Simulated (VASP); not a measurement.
VASP ran on this input.

**POSCAR**
```
MoSi2
1
   -1.6050000000     1.6050000000     3.9250000000
    1.6050000000    -1.6050000000     3.9250000000
    1.6050000000     1.6050000000    -3.9250000000
Si Mo
2 1
Direct
  0.6650000000   0.6650000000   0.0000000000
  0.3350000000   0.3350000000   0.0000000000
  0.0000000000   0.0000000000   0.0000000000
```

INCAR:
```
SYSTEM = MoSi2
PREC = Accurate
ENCUT = 400
EDIFF = 1E-6
NELM = 100
ALGO = Normal
LREAL = .FALSE.
LASPH = .TRUE.
ISMEAR = 1
SIGMA = 0.1
GGA = PE
LMAXMIX = 4
LWAVE = .FALSE.
LCHARG = .FALSE.
ISIF = 2
ISPIN = 2
MAGMOM = 1.0 1.0 1.0 1.0
```

**KPOINTS**
```
Automatic mesh
0
Gamma
10 10 10
0 0 0
```

POTCAR, in this order: Si Mo_sv (PBE.64 set). Program: vasp_std.

Problem. One choice in this input is risky. Which, and does it do harm here?

Solution. The risk: MAGMOM holds more values than there are atoms. Here it does no harm: the run (PBE GGA, plane waves, VASP's PBE PAW potentials (set 64)) converges to the same energy and pressure as with the safe setting.
**OSZICAR**
```
       N       E                     dE             d eps       ncg     rms          rms(c)
DAV:   1     0.967067735016E+02    0.96707E+02   -0.95052E+03  7000   0.982E+02
DAV:   2    -0.213815855830E+02   -0.11809E+03   -0.11608E+03  8765   0.273E+02
DAV:   3    -0.234891551042E+02   -0.21076E+01   -0.20897E+01  8433   0.332E+01
DAV:   4    -0.234997849431E+02   -0.10630E-01   -0.10622E-01  8792   0.268E+00
DAV:   5    -0.234998542375E+02   -0.69294E-04   -0.69288E-04  8469   0.206E-01    0.219E+01
DAV:   6    -0.234191267836E+02    0.80727E-01   -0.66464E+00  7431   0.168E+01    0.502E+00
DAV:   7    -0.232908643254E+02    0.12826E+00   -0.10511E+00  7317   0.625E+00    0.466E+00
DAV:   8    -0.232579594714E+02    0.32905E-01   -0.78940E-02  7593   0.215E+00    0.135E+00
DAV:   9    -0.232564177645E+02    0.15417E-02   -0.50988E-03  8790   0.492E-01    0.305E-01
DAV:  10    -0.232561830011E+02    0.23476E-03   -0.39783E-04  7813   0.165E-01    0.162E-01
DAV:  11    -0.232561712587E+02    0.11742E-04   -0.14236E-04  8191   0.100E-01    0.636E-02
DAV:  12    -0.232561742579E+02   -0.29992E-05   -0.11964E-05  7404   0.260E-02    0.201E-02
DAV:  13    -0.232561734627E+02    0.79520E-06   -0.29863E-06  7545   0.114E-02
   1 F= -.23256173E+02 E0= -.23256159E+02  d E =-.428140E-04  mag=     0.0000
```

The compound is MoSi2 in the MoSi2 type structure. The cell was not relaxed at this level.
